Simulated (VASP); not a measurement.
Runs of VASP 6.6.1 on MgO. Symmetry: Fm-3m, No. 225, cubic system. Conventional cell: a = 4.143 Å, b = 4.143 Å, c = 4.143 Å, α = 90.00°, β = 90.00°, γ = 90.00°. Mg (site symmetry m-3m) is surrounded by 6 O at 2.07 Å. O (site symmetry m-3m) is surrounded by 6 Mg at 2.07 Å. 

```tsv
task	level	potentials or basis	cell	cutoff (eV)	gap on the mesh (eV)	pressure (GPa)
relaxation of cell and atoms	LDA	VASP PAW LDA potentials, release 64 (Mg, O)	relaxed	600	5.16	0.1
band structure	LDA	VASP PAW LDA potentials, release 64 (Mg, O)	Fm-3m, 8.89 Å³/atom	520	(a)	0.3
band structure	r2SCAN+rVV10	VASP PAW PBE potentials, release 64 (Mg, O)	Fm-3m, 9.16 Å³/atom	520	5.76	0.3
relaxation of cell and atoms	r2SCAN+rVV10	VASP PAW PBE potentials, release 64 (Mg, O)	relaxed	600	5.76	0.0
band structure	PBE+D3(BJ)	VASP PAW PBE potentials, release 64 (Mg, O)	Fm-3m, 9.26 Å³/atom	520	4.82	0.3
relaxation of cell and atoms	PBE+D3(BJ)	VASP PAW PBE potentials, release 64 (Mg, O)	relaxed	600	4.82	0.0
```

Alike in all rows: no spin polarisation; k mesh 12 × 12 × 12; smearing gaussian 0.03 eV.

Q: Estimate the missing entries.

A: (a) 5.15.

Caveats: the relaxation stopped at its first step, so nothing moved (some runs); the PAW data sets were made with another functional, which shifts forces and pressure a little (some runs).

A k mesh can miss the band edges.
